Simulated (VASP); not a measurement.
The system is Pt.

```
CELL_PARAMETERS angstrom
0.00000 1.96090 1.96090
1.96090 0.00000 1.96090
1.96090 1.96090 0.00000
ATOMIC_POSITIONS crystal
Pt 0.00000 0.00000 0.00000
```

```yaml
Program: VASP 6.6.1
Task: relaxation of cell and atoms
Functional: LDA
Potentials_or_basis: VASP PAW LDA potentials, release 64 (Pt)
Cutoff: 350 eV
k_mesh: 10 × 10 × 10
Occupations: gaussian, width 0.1 eV
Spin: no spin polarisation
```

At the start: pressure -6.1 GPa; volume 15.08 Å³/atom.

**Question.** Where does the relaxation end?

**Answer.** Over 4 steps the energy falls by 5.9 meV/atom and the volume is 14.77 Å³/atom (-2.0 %); space group Fm-3m (No. 225, to 0.05 Å).

Step by step:
| step | energy change (eV) | largest force (eV/Å) | pressure (GPa) | volume (Å³) |
| --- | --- | --- | --- | --- |
| 1 | 0.0000 | 0.0000 | -6.08 | 15.08 |
| 2 | 0.0564 | 0.0000 | 23.52 | 13.87 |
| 3 | -0.0059 | 0.0000 | -0.17 | 14.78 |
| 4 | -0.0059 | 0.0000 | -0.02 | 14.77 |

Final structure:
```
CELL_PARAMETERS angstrom
0.00000 1.94757 1.94757
1.94757 0.00000 1.94757
1.94757 1.94757 0.00000
ATOMIC_POSITIONS crystal
Pt 0.00000 0.00000 0.00000
```
